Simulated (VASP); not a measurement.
SrO (rock salt) is relaxed at rising pressure, each step from the one before. Symmetry mostly holds the structure type, and other phases were not tried. The mesh follows the cell, and a change of mesh leaves a small step in the series.

Data:

```
SrO
1.0
    0.00000     2.53885     2.53885
    2.53885     0.00000     2.53885
    2.53885     2.53885     0.00000
Sr O
1 1
Direct
  0.00000   0.00000   0.00000
  0.50000   0.50000   0.50000
```

The numbers are results of LDA (Ceperley-Alder, Perdew-Zunger), VASP's LDA PAW potentials (set 64) (plane waves; VASP), not measurements. Settings: 620 eV cut-off, 9×9×9 Γ-centred mesh, Gaussian smearing of 0.050 eV, potentials Sr_sv O.

```
P (GPa)  V (Å³/atom)  H − H(0) (eV/atom)  space group    k-mesh
-------  -----------  ------------------  -----------  --------
0              16.36               0.000        Fm-3m     9×9×9
5              15.65               0.500        Fm-3m     9×9×9
10               [?]                 [?]        Fm-3m     9×9×9
20             14.24               1.895        Fm-3m     9×9×9
30             13.56               2.762        Fm-3m  10×10×10
45               [?]                 [?]        Fm-3m  10×10×10
```

Some entries are withheld; supply them.

- 10, V (Å³/atom): 15.09
- 10, H − H(0) (eV/atom): 0.980
- 45, V (Å³/atom): 12.79
- 45, H − H(0) (eV/atom): 3.995

Pressures at which the relaxation failed are left out.

The compound is SrO in the rock salt structure.
